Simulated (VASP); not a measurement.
Set up this calculation in VASP 6.6.1, as the native input.

```yaml
Task: atomic charges
Functional: LDA
Potentials_or_basis: VASP PAW LDA potentials, release 64 (Ge_d, W_sv)
Cutoff: 520 eV
k_mesh: 9 × 9 × 9
Occupations: gaussian, width 0.02 eV
Spin: no spin polarisation
Further_INCAR_settings: ALGO = Normal; EDIFF = 1e-07
```

The structure of GeW lies in POSCAR:

```
GeW
1.0
    0.0000000000      2.5776100000      2.5776100000
    2.5776100000      0.0000000000      2.5776100000
    2.5776100000      2.5776100000      0.0000000000
Ge W
1 1
Direct
    0.5000000000      0.5000000000      0.5000000000
    0.0000000000      0.0000000000      0.0000000000
```

The cell was built by a generator and needn't be a form met in nature.

One way to write it, as run:

INCAR

```
SYSTEM = GeW
PREC = Accurate
ENCUT = 520
EDIFF = 1E-7
ISMEAR = 0
SIGMA = 0.02
LREAL = .FALSE.
LASPH = .TRUE.
NELM = 100
ALGO = Normal
ISIF = 2
LWAVE = .FALSE.
LCHARG = .FALSE.
GGA = CA
LORBIT = 11
```

KPOINTS

```
Automatic mesh
0
G
  9 9 9
  0 0 0
```

Potentials or basis: VASP PAW LDA potentials, release 64 (Ge_d, W_sv).

Run with:

```console
$ cat potpaw_LDA.64/Ge_d/POTCAR potpaw_LDA.64/W_sv/POTCAR > POTCAR
$ mpirun -np 1 vasp_std > vasp.out
```

Results of the run:

The pressure is -8.8 GPa. The band gap on the k mesh is none (metal or under the smearing width) and the valence electrons inside the program's atomic spheres are Ge 12.64; W 11.95.

It took 12 s on 1 thread of AMD EPYC 9R45 (Zen 5) (shared host), peak memory 0.12 GiB.
